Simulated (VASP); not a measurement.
Input:

```
WSe2
1.0
    1.63545    -2.83268     0.00000
    1.63545     2.83268     0.00000
    0.00000     0.00000    13.02211
W Se
2 4
Direct
  0.33333   0.66667   0.25000
  0.66667   0.33333   0.75000
  0.33333   0.66667   0.87891
  0.66667   0.33333   0.37891
  0.66667   0.33333   0.12109
  0.33333   0.66667   0.62109
```

These are SCAN meta-GGA, VASP's PBE PAW potentials (set 64) (plane waves; VASP) values and carry that method's errors. Run with 520 eV cut-off, 7×7×2 Γ-centred mesh, Gaussian smearing of 0.050 eV, potentials W_sv Se.

Energy and stress use the plane-wave basis of the starting cell.

Q: The ions, cell shape and volume are relaxed. Which structure does the run end with?

A: 
```
WSe2
1.0
    1.64681    -2.85235     0.00000
    1.64681     2.85235     0.00000
    0.00000     0.00000    13.57333
W Se
2 4
Direct
  0.33333   0.66667   0.25000
  0.66667   0.33333   0.75000
  0.33333   0.66667   0.87236
  0.66667   0.33333   0.37236
  0.66667   0.33333   0.12764
  0.33333   0.66667   0.62764
```
Space group P6_3/mmc (194), at a tolerance of 0.03 Å.

Q: How do energy and volume change from the first to the last step?

A: The energy (σ→0) changes by -7.9 meV/atom and the volume by +5.7 %, in 10 ionic steps.

The compound is WSe2 in the 2H layered structure. This run relaxes it. Symmetry was kept, so distortions that lower it aren't found.
